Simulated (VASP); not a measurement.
Calculation: revPBE GGA, VASP's PBE PAW potentials (set 64) (plane waves; VASP 6.6.1).

A VASP calculation is set up with these files.

**POSCAR**
```
La2O3
1
    1.9769807771    -3.4242310597     0.0000000000
    1.9769807771     3.4242310597     0.0000000000
    0.0000000000     0.0000000000     6.2519436940
La O
2 3
Direct
  0.3333330000   0.6666670000   0.2481565164
  0.6666670000   0.3333330000   0.7518434836
  0.0000000000   0.0000000000   0.0000000000
  0.3333330000   0.6666670000   0.6455070144
  0.6666670000   0.3333330000   0.3544929856
```

KPOINTS:
```
K-points
0
Gamma
  7 7 4
```

**INCAR**
```
SYSTEM = La2O3
PREC = Accurate; ENCUT = 520; LREAL = F
LASPH = T
EDIFF = 1E-7; NELM = 100; ALGO = Normal
LMAXMIX = 6
ISMEAR = 0; SIGMA = 0.05
GGA = RE
IBRION = 2; NSW = 30; ISIF = 4
EDIFFG = -0.01
LWAVE = F; LCHARG = F
```

POTCAR, in this order: La O (PBE.64 set). Program: vasp_std.

**Question.** Estimate the energy per atom (σ→0).

**Answer.** 
| Quantity | Result |
|---|---|
| energy per atom (σ→0) | -8.031 eV/atom |

### OSZICAR
```
...
       N       E                     dE             d eps       ncg     rms          rms(c)
DAV:   1    -0.401556507472E+02    0.15201E-04   -0.45492E-03  1640   0.488E-01    0.130E-02
DAV:   2    -0.401556762017E+02   -0.25454E-04   -0.27074E-04  1984   0.179E-01    0.820E-03
DAV:   3    -0.401556765557E+02   -0.35407E-06   -0.18129E-05  2568   0.470E-02    0.626E-03
DAV:   4    -0.401556757350E+02    0.82076E-06   -0.61510E-06  2296   0.207E-02    0.249E-03
DAV:   5    -0.401556758014E+02   -0.66375E-07   -0.13348E-06  2376   0.965E-03    0.131E-03
DAV:   6    -0.401556758041E+02   -0.27558E-08   -0.17835E-07  1224   0.423E-03
   3 F= -.40155676E+02 E0= -.40155676E+02  d E =-.313311E-04
```

The compound is La2O3 in the a-type structure. This run relaxes it. Symmetry was kept, so distortions that lower it aren't found.
